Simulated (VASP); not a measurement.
Data:

```xyz
3
Lattice="0.0000 2.7071 2.7071 2.7071 0.0000 2.7071 2.7071 2.7071 0.0000" Properties=species:S:1:pos:R:3 pbc="T T T"
Ce     0.0000     0.0000     0.0000
O      1.3535     1.3535     1.3535
O      4.0606     4.0606     4.0606
```

All values below come from MS2 meta-GGA, VASP's PBE PAW potentials (set 64) (plane waves; VASP 6.6.1). Settings: 520 eV cut-off, 8×8×8 Γ-centred mesh, tetrahedra with Blöchl corrections, potentials Ce O.

Question: Give the energies of bands 7 to 15 at the high-symmetry points, in eV from the valence-band maximum.

Answer: 
```tsv
band	Γ	X	U	L	W
7	-3.90	-3.96	-3.29	-3.01	-2.95
8	-3.90	-1.22	-1.75	-3.01	-2.33
9	-3.90	-1.22	-1.42	-1.29	-1.07
10	-0.61	-0.79	-1.31	-1.21	-1.07
11	-0.61	-0.79	-0.75	-0.80	-0.72
12	-0.61	-0.61	-0.32	-0.80	-0.66
13	2.60	2.30	2.22	2.13	2.21
14	2.60	2.30	2.35	2.39	2.37
15	2.60	2.31	2.46	2.39	2.37
```

The gap is indirect, 2.13 eV, from the valence maximum at (-0.25, 0.25, 0.00) to the conduction minimum at L.

The compound is CeO2 in the fluorite structure. It was relaxed first. The run is not spin-polarised, so no magnetic state was tried.
